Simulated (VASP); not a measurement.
A VASP calculation is set up with these files.

INCAR:
```
! general
SYSTEM  = Pd
PREC    = Accurate
ENCUT   = 500   ! plane-wave cut-off (eV)
LREAL   = .FALSE.   ! projection in real space or not
LASPH   = .TRUE.   ! aspherical one-centre terms

! electronic loop
EDIFF   = 1E-6   ! SCF stop (eV)
NELM    = 100   ! most electronic steps
ALGO    = Normal
LMAXMIX = 4   ! l cut-off of mixed one-centre charges

! smearing
ISMEAR  = 1   ! Methfessel-Paxton
SIGMA   = 0.1   ! width (eV)

! ions
IBRION  = 2   ! conjugate gradients
NSW     = 40   ! most ionic steps
ISIF    = 3
EDIFFG  = -0.02   ! ionic stop
PSTRESS = 200   ! kbar

! output
LWAVE   = .FALSE.
LCHARG  = .FALSE.
```

**KPOINTS**
```
Automatic mesh
0
Gamma
17 17 17
0 0 0
```

### POSCAR
```
Pd
1
    0.0000000000     1.8747950553     1.8747950553
    1.8747950553    -0.0000000000     1.8747950553
    1.8747950553     1.8747950553     0.0000000000
Pd
1
Direct
  0.0000000000   1.0000000000   0.0000000000
```

POTCAR, in this order: Pd (LDA.64 set). Program: vasp_std.

Problem. Write an equivalent input for Quantum ESPRESSO's pw.x.

Solution. One equivalent input (not run):
```
&CONTROL
  calculation = 'vc-relax'
  pseudo_dir = './pseudo'
  outdir = './out'
  tprnfor = .true.
  tstress = .true.
  nstep = 40
  forc_conv_thr = 0.00078
/
&SYSTEM
  ibrav = 0
  nat = 1
  ntyp = 1
  ecutwfc = 82
  occupations = 'smearing'
  smearing = 'methfessel-paxton'
  degauss = 0.00735
  input_dft = 'pz'
/
&ELECTRONS
  conv_thr = 7.3e-08
  electron_maxstep = 100
/
&IONS
/
&CELL
  press = 200
/
ATOMIC_SPECIES
  Pd 106.420 Pd.upf
CELL_PARAMETERS angstrom
     0.0000000    1.8747951    1.8747951
     1.8747951   -0.0000000    1.8747951
     1.8747951    1.8747951    0.0000000
ATOMIC_POSITIONS crystal
  Pd   0.0000000  1.0000000  0.0000000
K_POINTS automatic
  17 17 17 0 0 0
```
Limits of the translation: the potentials are each code's own (VASP's PAW set, PseudoDojo norm-conserving files in pw.x), so ENCUT and ecutwfc are chosen apart and not converted; conv_thr bounds pw.x's estimated SCF error, while EDIFF bounds the energy change between steps; forc_conv_thr acts on force components and is met together with etot_conv_thr.

The compound is Pd in the fcc structure. This run relaxes it under an external pressure of 20 GPa. Symmetry was kept, so distortions that lower it aren't found.
